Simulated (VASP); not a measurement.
```
CELL_PARAMETERS angstrom
      4.40124    -2.38499     0.01130
      4.40124     2.38499     0.01130
      3.09877     0.00000     3.93152
ATOMIC_POSITIONS crystal
  Bi 0.23411 0.23411 0.23411
  Bi 0.76589 0.76589 0.76589
```

Computed with PBE GGA, VASP's PBE PAW potentials (set 64) (plane waves; VASP 6.6.1). Run with 480 eV cut-off, 10×10×10 Γ-centred mesh, first-order Methfessel-Paxton smearing of 0.10 eV, potentials Bi_d.

Q: The ions are relaxed. Which structure does the run end with?

A: 
```
CELL_PARAMETERS angstrom
      4.40124    -2.38499     0.01130
      4.40124     2.38499     0.01130
      3.09877     0.00000     3.93152
ATOMIC_POSITIONS crystal
  Bi 0.22878 0.22878 0.22878
  Bi 0.77122 0.77122 0.77122
```
Space group R-3m (166), at a tolerance of 0.03 Å.

Q: How much energy does the relaxation gain?

A: The energy (σ→0) changes by -15.3 meV/atom, in 4 ionic steps.

The compound is Bi in the a7 structure. This cell was strained or had an atom moved on purpose. Symmetry was kept, so distortions that lower it aren't found.
